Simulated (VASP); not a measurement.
Data:

```xyz
3
Lattice="2.0819 -3.6060 0.0000 2.0819 3.6060 0.0000 0.0000 0.0000 8.7398" Properties=species:S:1:pos:R:3 pbc="T T T"
Mg     2.0819     3.6060     0.0000
I      2.0819     1.2020     1.6611
I      2.0819    -1.2020     7.0786
```

Level of theory: AM05 GGA, VASP's PBE PAW potentials (set 64) (plane waves; VASP). Settings: 520 eV cut-off, 7×7×3 Γ-centred mesh, tetrahedra with Blöchl corrections, potentials Mg I.

The cores are frozen, which limits the accuracy of field gradients. Without a dispersion term in the relaxation, distances and binding between the weakly bound layers, chains or molecules are unreliable, and so is what depends on them.

Give the principal components of the electric field gradient (V/Å²) and the asymmetry η at each nucleus.

```csv
atom,Vxx,Vyy,Vzz,η
Mg1,-0.1,-0.1,0.3,-
I2,26.6,26.6,-53.2,0.00
I3,26.6,26.6,-53.2,0.00
```

The compound is MgI2 in the 1T layered structure. It was relaxed first, which changed the volume by +28 %.
